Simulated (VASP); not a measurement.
Calculation: PBEsol GGA, VASP's PBE PAW potentials (set 64) (plane waves; VASP).

A VASP calculation is set up with these files.

### KPOINTS
```
K-points
0
gamma
  12 12 7
0 0 0
```

**INCAR**
```
GGA = PS
LWAVE = F
ISMEAR = 1
EDIFFG = -0.01   # ionic stop
LASPH = T   # aspherical one-centre terms
IBRION = 2   # conjugate gradients
SIGMA = 0.1   # width (eV)
LMAXMIX = 6
LCHARG = F
NSW = 30
PREC = Accurate
SYSTEM = Dy
LREAL = F
EDIFF = 1E-7   # SCF stop (eV)
ALGO = Normal
NELM = 100   # most electronic steps
ISIF = 4
ENCUT = 520
```

**POSCAR**
```
Dy
1.0
  1.7944176401  -3.1080223272   0.0000000000
  1.7944176401   3.1080223272   0.0000000000
  0.0000000000   0.0000000000   5.5612024224
Dy
2
Cartesian
  1.7944176401   1.0360095144   1.3903006056
  1.7944176401  -1.0360095144   4.1709018168
```

POTCAR, in this order: Dy_3 (PBE.64 set). Program: vasp_std.

Output of the run:

OUTCAR:
```
 ion  position               nearest neighbor table
   1  0.333  0.667  0.250-   2 3.47   2 3.47   2 3.47   2 3.47   2 3.47   2 3.47
   2  0.667  0.333  0.750-   1 3.47   1 3.47   1 3.47   1 3.47   1 3.47   1 3.47
  LATTYP: Found a hexagonal cell.
 ALAT       =     3.5888351109
 C/A-ratio  =     1.5495842663
 Subroutine PRICEL returns:
 Original cell was already a primitive cell.
 Subroutine GETGRP returns: Found 24 space group operations
The static configuration has the point symmetry D_3d.
 The point group associated with its full space group is D_6h.
The dynamic configuration has the point symmetry D_3d.
 Subroutine INISYM returns: Found 24 space group operations
 Subroutine IBZKPT returns following result:
 Found     76 irreducible k-points:

 Following reciprocal coordinates:
            Coordinates               Weight
  0.000000  0.000000  0.000000      1.000000
  0.083333 -0.000000  0.000000      6.000000
  0.166667 -0.000000  0.000000      6.000000
  0.250000 -0.000000  0.000000      6.000000
  0.333333  0.000000  0.000000      6.000000
  0.416667  0.000000  0.000000      6.000000
  0.500000 -0.000000  0.000000      3.000000
  0.083333  0.083333  0.000000      6.000000
  0.166667  0.083333  0.000000     12.000000
  0.250000  0.083333  0.000000     12.000000
  0.333333  0.083333  0.000000     12.000000
  0.416667  0.083333  0.000000     12.000000
  0.166667  0.166667  0.000000      6.000000
  0.250000  0.166667  0.000000     12.000000
  0.333333  0.166667  0.000000     12.000000
  0.416667  0.166667  0.000000      6.000000
  0.250000  0.250000  0.000000      6.000000
  0.333333  0.250000  0.000000     12.000000
  0.333333  0.333333  0.000000      2.000000
  0.000000  0.000000  0.142857      2.000000
  0.083333 -0.000000  0.142857     12.000000
  0.166667 -0.000000  0.142857     12.000000
  0.250000 -0.000000  0.142857     12.000000
  0.333333  0.000000  0.142857     12.000000
  0.416667  0.000000  0.142857     12.000000
  0.500000 -0.000000  0.142857      6.000000
  0.083333  0.083333  0.142857     12.000000
  0.166667  0.083333  0.142857     24.000000
  0.250000  0.083333  0.142857     24.000000
  0.333333  0.083333  0.142857     24.000000
  0.416667  0.083333  0.142857     24.000000
  0.166667  0.166667  0.142857     12.000000
  0.250000  0.166667  0.142857     24.000000
  0.333333  0.166667  0.142857     24.000000
  0.416667  0.166667  0.142857     12.000000
  0.250000  0.250000  0.142857     12.000000
  0.333333  0.250000  0.142857     24.000000
  0.333333  0.333333  0.142857      4.000000
  0.000000  0.000000  0.285714      2.000000
  0.083333 -0.000000  0.285714     12.000000
   k-points           NKPTS =     76   k-points in BZ     NKDIM =     76   number of bands    NBANDS=     13
   number of dos      NEDOS =    301   number of ions     NIONS =      2
   total plane-waves  NPLWV =  32928
   dimension x,y,z NGX =    28 NGY =   28 NGZ =   42
   dimension x,y,z NGXF=    56 NGYF=   56 NGZF=   84
   ions per type =               2
   PREC   = accura    normal or accurate (medium, high low for compatibility)
   ISTART =      0    job   : 0-new  1-cont  2-samecut
   ICHARG =      2    charge: 1-file 2-atom 10-const
   ISPIN  =      1    spin polarized calculation?
   LNONCOLLINEAR =      F non collinear calculations
   LSORBIT =      F    spin-orbit coupling
   INIWAV =      1    electr: 0-lowe 1-rand  2-diag
   ENCUT  =  520.0 eV  38.22 Ry    6.18 a.u.   6.67  6.67 10.34*2*pi/ulx,y,z
   NELM   =    100;   NELMIN=  2; NELMDL= -5     # of ELM steps
   EDIFF  = 0.1E-06   stopping-criterion for ELM
   LREAL  =      F    real-space projection
...
```

OSZICAR:
```
       N       E                     dE             d eps       ncg     rms          rms(c)
DAV:   1     0.495009455861E+02    0.49501E+02   -0.88444E+03  1976   0.125E+03
DAV:   2    -0.657685253354E+01   -0.56078E+02   -0.54916E+02  1996   0.313E+02
DAV:   3    -0.979784154247E+01   -0.32210E+01   -0.29973E+01  2760   0.408E+01
DAV:   4    -0.991386047675E+01   -0.11602E+00   -0.11118E+00  2567   0.851E+00
DAV:   5    -0.991781426077E+01   -0.39538E-02   -0.39390E-02  2784   0.109E+00    0.242E+01
DAV:   6    -0.990961495906E+01    0.81993E-02   -0.26375E-02  3048   0.148E+00    0.144E+01
DAV:   7    -0.991432432655E+01   -0.47094E-02   -0.45845E-02  3002   0.197E+00    0.242E-01
DAV:   8    -0.991391625963E+01    0.40807E-03   -0.26124E-03  2521   0.426E-01    0.598E-02
DAV:   9    -0.991391785925E+01   -0.15996E-05   -0.22921E-04  2549   0.140E-01    0.301E-02
DAV:  10    -0.991391287776E+01    0.49815E-05   -0.31352E-05  2576   0.461E-02    0.324E-02
DAV:  11    -0.991391289826E+01   -0.20503E-07   -0.28784E-06  2396   0.148E-02    0.244E-03
DAV:  12    -0.991391306805E+01   -0.16979E-06   -0.41142E-07  2329   0.585E-03    0.304E-03
DAV:  13    -0.991391299057E+01    0.77480E-07   -0.37942E-08  1433   0.179E-03
   1 F= -.99139130E+01 E0= -.99136028E+01  d E =-.991391E+01
       N       E                     dE             d eps       ncg     rms          rms(c)
DAV:   1    -0.991610027143E+01   -0.21872E-02   -0.77788E-02  1976   0.212E+00    0.181E-01
DAV:   2    -0.991507740474E+01    0.10229E-02   -0.16905E-03  2571   0.442E-01    0.112E-01
DAV:   3    -0.991461315103E+01    0.46425E-03   -0.54982E-04  2510   0.196E-01    0.619E-02
DAV:   4    -0.991461461425E+01   -0.14632E-05   -0.10480E-04  2856   0.792E-02    0.278E-02
DAV:   5    -0.991461466889E+01   -0.54640E-07   -0.24036E-06  2617   0.120E-02    0.101E-02
DAV:   6    -0.991461452649E+01    0.14240E-06   -0.35260E-07  2461   0.480E-03    0.184E-03
DAV:   7    -0.991461451066E+01    0.15827E-07   -0.38168E-08  1233   0.176E-03
   2 F= -.99146145E+01 E0= -.99144082E+01  d E =-.701520E-03
       N       E                     dE             d eps       ncg     rms          rms(c)
DAV:   1    -0.991608585566E+01   -0.14713E-02   -0.65713E-02  1976   0.195E+00    0.166E-01
DAV:   2    -0.991521275972E+01    0.87310E-03   -0.14338E-03  2556   0.407E-01    0.103E-01
DAV:   3    -0.991482119711E+01    0.39156E-03   -0.45671E-04  2515   0.178E-01    0.587E-02
DAV:   4    -0.991482155780E+01   -0.36068E-06   -0.89118E-05  2851   0.733E-02    0.258E-02
DAV:   5    -0.991482158551E+01   -0.27712E-07   -0.20610E-06  2592   0.112E-02    0.885E-03
DAV:   6    -0.991482146776E+01    0.11775E-06   -0.30532E-07  2344   0.446E-03    0.159E-03
DAV:   7    -0.991482145397E+01    0.13794E-07   -0.34481E-08  1168   0.169E-03
   3 F= -.99148215E+01 E0= -.99146768E+01  d E =-.908463E-03
```

**OUTCAR**
```
------------------------ aborting loop because EDIFF is reached ----------------------------------------
  FORCE on cell =-STRESS in cart. coord.  units (eV):
  Direction    XX          YY          ZZ          XY          YZ          ZX
  --------------------------------------------------------------------------------------
  Total       -0.5217240     -0.5217239     -0.5232246      0.0000000     -0.0000000      0.0000000
  in kB      -13.4755038    -13.4755022    -13.5142643      0.0000000     -0.0000000      0.0000000
  external PRESSURE =     -13.4884235 kB  Pullay stress =       0.0000000 kB
  volume of cell :       62.03
      direct lattice vectors                 reciprocal lattice vectors
     1.787720531 -3.096422606  0.000000000     0.279685774 -0.161476666  0.000000000
     1.787720531  3.096422606 -0.000000000     0.279685774  0.161476666 -0.000000000
     0.000000000  0.000000000  5.602946892     0.000000000  0.000000000  0.178477508
 POSITION                                       TOTAL-FORCE (eV/Angst)
 -----------------------------------------------------------------------------------
      1.78772      1.03214      1.40074         0.000000      0.000000      0.000000
      1.78772     -1.03214      4.20221        -0.000000     -0.000000      0.000000
 -----------------------------------------------------------------------------------
    total drift:                               -0.000003      0.000100     -0.000011
  FREE ENERGIE OF THE ION-ELECTRON SYSTEM (eV)
  ---------------------------------------------------
  free  energy   TOTEN  =        -9.9148214540 eV

  energy  without entropy=       -9.9143875081  energy(sigma->0) =       -9.91467681

 reached required accuracy - stopping structural energy minimisation
```
(Selected blocks of OUTCAR.)

**CONTCAR**
```
Dy
   1.00000000000000
     1.7877205310606257   -3.0964226055020747    0.0000000000000000
     1.7877205310606257    3.0964226055020747   -0.0000000000000000
     0.0000000000000000    0.0000000000000000    5.6029468922432502
  Dy
     2
Direct
     0.3333330000000032    0.6666669999999968    0.2500000000000000
     0.6666669999999968    0.3333330000000032    0.7500000000000000
```

The 4f electrons are frozen in the core of the lanthanide potential, so 4f levels, which can set the real gap, and their magnetism are missing.

The compound is Dy in the hcp structure. This cell is one point of a volume scan, at 1.03 of the reference volume. Symmetry was kept, so distortions that lower it aren't found.
